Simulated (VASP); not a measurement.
```xyz
2
Lattice="2.8897 0.0000 0.0000 0.0000 2.8897 0.0000 0.0000 0.0000 2.8897" Properties=species:S:1:pos:R:3 pbc="T T T"
Al     1.4448     1.4448     1.4448
Ni     0.0000     0.0000     0.0000
```

Level of theory: MS2 meta-GGA, VASP's PBE PAW potentials (set 64) (plane waves; VASP 6.6.1). Settings: 520 eV cut-off, 13×13×13 Γ-centred mesh, first-order Methfessel-Paxton smearing of 0.10 eV, potentials Al Ni.

Problem. Give the stress tensor in GPa (positive for a compressed cell).

Solution. 
```
-5.18   0.00   0.00
 0.00  -5.18   0.00
 0.00   0.00  -5.18
```
The pressure is its mean diagonal, -5.18 GPa.

The compound is NiAl in the CsCl type structure. This cell is one point of a volume scan, at 1.03 of the reference volume. The run is not spin-polarised, so no magnetic state was tried. The electron count is odd and the run is not spin-polarised, which forces a metal.
